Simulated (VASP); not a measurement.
Computed with rev-vdW-DF2, VASP's PBE PAW potentials (set 64) (plane waves; VASP).

The input files of a VASP run:

POSCAR:
```
Sc
1
    1.6609665658    -2.8768783959     0.0000000000
    1.6609665658     2.8768783959     0.0000000000
    0.0000000000     0.0000000000     5.1503571605
Sc
2
Direct
  0.3333330000   0.6666670000   0.2500000000
  0.6666670000   0.3333330000   0.7500000000
```

INCAR:
```
# general
SYSTEM   = Sc
PREC     = Accurate
ENCUT    = 520
LREAL    = .False.
LASPH    = .True.

# electronic loop
EDIFF    = 1E-7
NELM     = 100
ALGO     = Normal
LMAXMIX  = 4

# smearing
ISMEAR   = 1
SIGMA    = 0.1

# functional
GGA      = MK
LUSE_VDW = .True.
AGGAC    = 0.0
PARAM1   = 0.1234568
PARAM2   = 0.7114
ZAB_VDW  = -1.8867

# ions
IBRION   = 2
NSW      = 30
ISIF     = 4
EDIFFG   = -0.01

# output
LWAVE    = .False.
LCHARG   = .False.
```

### KPOINTS
```
K-points
0
G
 13 13 7
```

POTCAR, in this order: Sc_sv (PBE.64 set). Program: vasp_std.

Output of the run:

### OUTCAR
```
 ion  position               nearest neighbor table
   1  0.333  0.667  0.250-   2 3.21   2 3.21   2 3.21   2 3.21   2 3.21   2 3.21
   2  0.667  0.333  0.750-   1 3.21   1 3.21   1 3.21   1 3.21   1 3.21   1 3.21
  LATTYP: Found a hexagonal cell.
 ALAT       =     3.3219330573
 C/A-ratio  =     1.5504096776
 Subroutine PRICEL returns:
 Original cell was already a primitive cell.
 Subroutine GETGRP returns: Found 24 space group operations
The static configuration has the point symmetry D_3d.
 The point group associated with its full space group is D_6h.
The dynamic configuration has the point symmetry D_3d.
 Subroutine INISYM returns: Found 24 space group operations
 Subroutine IBZKPT returns following result:
 Found     84 irreducible k-points:

 Following reciprocal coordinates:
            Coordinates               Weight
  0.000000  0.000000  0.000000      1.000000
  0.076923  0.000000  0.000000      6.000000
  0.153846  0.000000  0.000000      6.000000
  0.230769  0.000000  0.000000      6.000000
  0.307692  0.000000  0.000000      6.000000
  0.384615  0.000000  0.000000      6.000000
  0.461538  0.000000  0.000000      6.000000
...
```

### OSZICAR
```
       N       E                     dE             d eps       ncg     rms          rms(c)
DAV:   1     0.396769124747E+03    0.39677E+03   -0.11118E+04  2520   0.156E+03
DAV:   2     0.150856656411E+02   -0.38168E+03   -0.37612E+03  3470   0.666E+02
DAV:   3    -0.874791380946E+01   -0.23834E+02   -0.23279E+02  4187   0.189E+02
DAV:   4    -0.912508954181E+01   -0.37718E+00   -0.37463E+00  3900   0.239E+01
DAV:   5    -0.913219342256E+01   -0.71039E-02   -0.69126E-02  4204   0.288E+00    0.763E+00
DAV:   6    -0.794143857392E+01    0.11908E+01   -0.28099E+00  3171   0.219E+01    0.226E+00
DAV:   7    -0.779101138632E+01    0.15043E+00   -0.65974E-01  3297   0.960E+00    0.836E-01
DAV:   8    -0.778095949699E+01    0.10052E-01   -0.29055E-02  3465   0.263E+00    0.235E-01
DAV:   9    -0.777971125131E+01    0.12482E-02   -0.77407E-03  3304   0.107E+00    0.250E-02
DAV:  10    -0.777975303740E+01   -0.41786E-04   -0.15002E-04  4235   0.181E-01    0.694E-03
DAV:  11    -0.777975160352E+01    0.14339E-05   -0.30516E-06  3786   0.255E-02    0.216E-03
DAV:  12    -0.777975251903E+01   -0.91551E-06   -0.46880E-07  2905   0.952E-03    0.810E-04
DAV:  13    -0.777975223367E+01    0.28536E-06   -0.36246E-08  1988   0.401E-03    0.133E-04
DAV:  14    -0.777975223632E+01   -0.26480E-08   -0.13008E-08  1995   0.306E-03
   1 F= -.77797522E+01 E0= -.77791792E+01  d E =-.777975E+01
       N       E                     dE             d eps       ncg     rms          rms(c)
DAV:   1    -0.777982761857E+01   -0.75385E-04   -0.90878E-03  2758   0.204E+00    0.623E-02
DAV:   2    -0.777981499382E+01    0.12625E-04   -0.65814E-04  4074   0.421E-01    0.397E-02
DAV:   3    -0.777978041069E+01    0.34583E-04   -0.11590E-04  4634   0.152E-01    0.565E-03
DAV:   4    -0.777977961880E+01    0.79189E-06   -0.55856E-06  3844   0.397E-02    0.286E-03
DAV:   5    -0.777977966954E+01   -0.50741E-07   -0.16653E-07  2253   0.796E-03
   2 F= -.77797797E+01 E0= -.77792265E+01  d E =-.274332E-04
```

OUTCAR:
```
------------------------ aborting loop because EDIFF is reached ----------------------------------------
  FORCE on cell =-STRESS in cart. coord.  units (eV):
  Direction    XX          YY          ZZ          XY          YZ          ZX
  --------------------------------------------------------------------------------------
  Total       -0.4955066     -0.4955066     -0.5206897      0.0000000      0.0000000      0.0000000
  in kB      -16.1291055    -16.1291046    -16.9488333      0.0000000      0.0000000      0.0000000
  external PRESSURE =     -16.4023478 kB  Pullay stress =       0.0000000 kB
  volume of cell :       49.22
      direct lattice vectors                 reciprocal lattice vectors
     1.661597849 -2.877971812  0.000000000     0.300915171 -0.173733460 -0.000000000
     1.661597849  2.877971812 -0.000000000     0.300915171  0.173733460 -0.000000000
     0.000000000  0.000000000  5.146444399     0.000000000  0.000000000  0.194308910
 POSITION                                       TOTAL-FORCE (eV/Angst)
 -----------------------------------------------------------------------------------
      1.66160      0.95933      1.28661        -0.000000     -0.000000      0.000000
      1.66160     -0.95933      3.85983         0.000000      0.000000      0.000000
 -----------------------------------------------------------------------------------
    total drift:                                0.000000      0.000693     -0.000014
  FREE ENERGIE OF THE ION-ELECTRON SYSTEM (eV)
  ---------------------------------------------------
  free  energy   TOTEN  =        -7.7797796695 eV

  energy  without entropy=       -7.7781203042  energy(sigma->0) =       -7.77922655

 reached required accuracy - stopping structural energy minimisation
```
(Selected blocks of OUTCAR.)

### CONTCAR
```
Sc
   1.00000000000000
     1.6615978487448042   -2.8779718120234841    0.0000000000000000
     1.6615978487448042    2.8779718120234841   -0.0000000000000000
     0.0000000000000000    0.0000000000000000    5.1464443990463815
  Sc
     2
Direct
     0.3333330000000032    0.6666669999999968    0.2500000000000000
     0.6666669999999968    0.3333330000000032    0.7500000000000000
```

The compound is Sc in the hcp structure. This cell is one point of a volume scan, at 1.03 of the reference volume. Symmetry was kept, so distortions that lower it aren't found.
